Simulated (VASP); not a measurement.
Output of a VASP run:

OSZICAR:
```
       N       E                     dE             d eps       ncg     rms          rms(c)
DAV:   1    -0.102636367437E+02   -0.10264E+02   -0.56725E+03  3622   0.107E+03
DAV:   2    -0.542112061115E+02   -0.43948E+02   -0.42612E+02  3690   0.191E+02
DAV:   3    -0.546453565893E+02   -0.43415E+00   -0.43077E+00  4162   0.194E+01
DAV:   4    -0.546470035820E+02   -0.16470E-02   -0.16731E-02  4060   0.122E+00
DAV:   5    -0.546470148846E+02   -0.11303E-04   -0.11279E-04  3998   0.933E-02    0.131E+01
DAV:   6    -0.509057783905E+02    0.37412E+01   -0.38127E+00  3581   0.167E+01    0.626E+00
DAV:   7    -0.512268977278E+02   -0.32112E+00   -0.59977E-01  3524   0.440E+00    0.446E+00
DAV:   8    -0.513139081149E+02   -0.87010E-01   -0.30665E-01  3610   0.359E+00    0.856E-01
DAV:   9    -0.513436681235E+02   -0.29760E-01   -0.36244E-02  3633   0.135E+00    0.191E-01
DAV:  10    -0.513465274715E+02   -0.28593E-02   -0.44088E-03  3685   0.495E-01    0.569E-02
DAV:  11    -0.513463504071E+02    0.17706E-03   -0.30636E-04  3652   0.154E-01    0.821E-02
DAV:  12    -0.513468358635E+02   -0.48546E-03   -0.31379E-04  3623   0.114E-01    0.679E-03
DAV:  13    -0.513468321825E+02    0.36810E-05   -0.17792E-05  3613   0.357E-02    0.554E-03
DAV:  14    -0.513468318898E+02    0.29264E-06   -0.66538E-07  3798   0.813E-03    0.298E-03
DAV:  15    -0.513468362077E+02   -0.43179E-05   -0.17856E-06  3553   0.971E-03    0.218E-04
DAV:  16    -0.513468365355E+02   -0.32778E-06   -0.99897E-08  3159   0.281E-03    0.157E-04
DAV:  17    -0.513468366085E+02   -0.73056E-07   -0.59979E-09  1796   0.703E-04
   1 F= -.51346837E+02 E0= -.51346837E+02  d E =0.000000E+00
       N       E                     dE             ncg
```

File OUTCAR:
```
------------------------ aborting loop because EDIFF is reached ----------------------------------------
  FORCE on cell =-STRESS in cart. coord.  units (eV):
  Direction    XX          YY          ZZ          XY          YZ          ZX
  --------------------------------------------------------------------------------------
  Total        0.0190190      0.0190190      0.0190190      0.0000000      0.0000000      0.0000000
  in kB        2.0031154      2.0031154      2.0031154      0.0000000      0.0000000      0.0000000
  external PRESSURE =       2.0031154 kB  Pullay stress =       0.0000000 kB
  volume of cell :       15.21
      direct lattice vectors                 reciprocal lattice vectors
     0.000000000  1.966620299  1.966620299    -0.254243282  0.254243282  0.254243282
     1.966620299  0.000000000  1.966620299     0.254243282 -0.254243282  0.254243282
     1.966620299  1.966620299  0.000000000     0.254243282  0.254243282 -0.254243282
 POSITION                                       TOTAL-FORCE (eV/Angst)
 -----------------------------------------------------------------------------------
      0.00000      0.00000      0.00000         0.000000      0.000000     -0.000000
 -----------------------------------------------------------------------------------
    total drift:                               -0.000000      0.000000      0.000000
  FREE ENERGIE OF THE ION-ELECTRON SYSTEM (eV)
  ---------------------------------------------------
  free  energy   TOTEN  =       -51.3468366085 eV

  energy  without entropy=      -51.3468366085  energy(sigma->0) =      -51.34683661

 total charge

# of ion       s       p       d       tot
------------------------------------------
    1        0.633   0.592   8.048   9.272
```
(Selected blocks of OUTCAR.)

**POSCAR**
```
Pt
1
   -0.0000000000     1.9666202986     1.9666202986
    1.9666202986     0.0000000000     1.9666202986
    1.9666202986     1.9666202986     0.0000000000
Pt
1
Direct
  0.0000000000   0.0000000000   0.0000000000
```

**Question.** Write an INCAR and KPOINTS that could have produced this output.

**Answer.** Several could match; the one computed here: the input of the run itself, r2SCAN+rVV10, plane waves, VASP's PBE PAW potentials (set 64).

KPOINTS_OPT:
```
k-points along high-symmetry lines
10
Line-mode
Reciprocal
  0.000000   0.000000   0.000000 ! GAMMA
  0.500000   0.000000   0.500000 ! X

  0.500000   0.000000   0.500000 ! X
  0.625000   0.250000   0.625000 ! U

  0.375000   0.375000   0.750000 ! K
  0.000000   0.000000   0.000000 ! GAMMA

  0.000000   0.000000   0.000000 ! GAMMA
  0.500000   0.500000   0.500000 ! L

  0.500000   0.500000   0.500000 ! L
  0.500000   0.250000   0.750000 ! W

  0.500000   0.250000   0.750000 ! W
  0.500000   0.000000   0.500000 ! X
```

**INCAR**
```
ALGO  =  Normal
BPARAM  =  11.95
CPARAM  =  0.0093
EDIFF  =  1E-7
ENCUT  =  520
ISIF  =  2
ISMEAR  =  -5
LASPH  =  .TRUE.
LCHARG  =  .FALSE.
LMAXMIX  =  6
LMIXTAU  =  .TRUE.
LORBIT  =  11
LREAL  =  .FALSE.
LUSE_VDW  =  .TRUE.
LWAVE  =  .FALSE.
METAGGA  =  R2SCAN
NEDOS  =  601
NELM  =  100
PREC  =  Accurate
SYSTEM  =  Pt
```

### KPOINTS
```
Regular mesh
0
Gamma
 18 18 18
0 0 0
```

POTCAR, in this order: Pt (PBE.64 set). Program: vasp_std.

For a metal the tetrahedron method with Blöchl corrections gives inexact stress and forces.

The compound is Pt in the fcc structure. It was relaxed first.
